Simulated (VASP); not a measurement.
## KTaO3: transverse stress against strain

KTaO3 (cubic perovskite, Pm-3m, 12.704 Å³/atom and stress up to 0.13 GPa in the relaxed cell, cube axes along x, y and z) under an equal strain ε along x and y, with z held. PBEsol in VASP (plane waves, PAW), 600 eV, 8×8×8 Γ-centred mesh, Gaussian smearing 0.05 eV; ions are relaxed, or left where forces stay under 0.02 eV/Å, within the symmetry of each cell. Stress is positive for a compressed cell.

Here s stands for strain and y for stress zz.

| strain (%) | stress zz (GPa) |
|---|---|
| -3.00 | ? |
| -1.50 | 2.34 |
| -1.00 | 1.49 |
| -0.50 | 0.66 |
| 0.00 | -0.13 |
| 0.50 | -0.90 |
| 1.00 | -1.63 |
| 1.50 | -2.34 |

Fit y of the 7 rows that show it with a straight line. Means: s 0, y -0.073. About the means, the sum of products is -10.920 and the sum of squares of s is 7.0000; the slope is their ratio. Least squares gives y = -0.073 - 1.5600·s. Residuals (row less fit): 0.073, 0.003, -0.047, -0.057, -0.047, 0.003, 0.073; standard error 0.061 (degrees of freedom: 5). The slope gives the elastic constant 2C12 = 156 ± 2 GPa (± standard error of the fit, which holds the terms cut off).

Predict the withheld y at s = -3.00 from the fit, and compare with the calculation.

y = -0.073 - 1.5600 × (-3.0) = 4.607 GPa. The calculation gives 5.08 GPa, 0.473 GPa above the prediction (6.4 % of the range of y in the table). The row lies outside the fitted rows, so this is an extrapolation. From the scatter of the fitted rows alone, a prediction at this place has a standard error of 0.094 GPa, so the miss is 5.0 times that.

A polynomial of degree 2 through the 12 other runs of the series gives 5.07 there, so most of the miss is curvature that the fit leaves out. The primitive cell can neither tilt nor turn polar against its symmetry, as such crystals can under strain. Rows are the converged runs of the series near zero and its far end; series whose fitted rows scatter by over a few per cent of the range, as at a crossing or softening among them, aren't shown in this form, nor equations of state whose B0' disagrees with the runs' pressures. Most that stay on the fit to the last digits aren't either.
